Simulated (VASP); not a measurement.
A convergence study with VASP on KTaO₃ (cubic perovskite): one setting is varied, all else stays as given below, so the limit is that of these other settings. Each run relaxes cell and ions from the cell shown.

```
CELL_PARAMETERS angstrom
      3.99000     0.00000     0.00000
      0.00000     3.99000     0.00000
      0.00000     0.00000     3.99000
ATOMIC_POSITIONS crystal
  K  0.00000 0.00000 0.00000
  Ta 0.50000 0.50000 0.50000
  O  0.50000 0.00000 0.50000
  O  0.00000 0.50000 0.50000
  O  0.50000 0.50000 0.00000
```

All values below come from LDA (Ceperley-Alder, Perdew-Zunger), VASP's LDA PAW potentials (set 64) (plane waves; VASP 6.6.1). The tightest run used: 700 eV cut-off, 9×9×9 Γ-centred mesh, Gaussian smearing of 0.050 eV, potentials K_sv Ta_pv O.

Unless said otherwise, spin-orbit coupling is left out, though it shifts the bands of the heavy elements here. Gaps are read on the run's mesh, which can miss a band edge.

Task: The settings run are 2×2×2 mesh; 3×3×3 mesh; 5×5×5 mesh; 6×6×6 mesh; 7×7×7 mesh; 8×8×8 mesh; 9×9×9 mesh. From which on does the relaxed volume stay within 0.02 Å³/atom of the tightest run?

Result: From 3×3×3 mesh on: it is off by 0.016 there and by no more than 0.02 in any finer run, while 2×2×2 mesh is off by 0.122.
```
setting     relaxed volume (Å³/atom)  E (eV/atom)  gap on the mesh (eV)  irreducible k-points  difference judged (Å³/atom)
----------  ------------------------  -----------  --------------------  --------------------  ---------------------------
2×2×2 mesh                    12.532      -8.8042                 1.689                     4                        0.122
3×3×3 mesh                    12.427      -8.9868                 2.292                     4                        0.016
5×5×5 mesh                    12.411      -9.0154                 2.181                    10                        0.000
6×6×6 mesh                    12.411      -9.0162                 2.066                    20                        0.000
7×7×7 mesh                    12.411      -9.0164                 2.129                    20                        0.000
8×8×8 mesh                    12.411      -9.0164                 2.068                    35                        0.000
9×9×9 mesh                    12.411      -9.0164                 2.106                    35                        0.000
```

Left out are rungs that failed or repeat a setting and relaxations that didn't move; long series are thinned to 24 rows.

The compound is KTaO3 in the cubic perovskite structure.
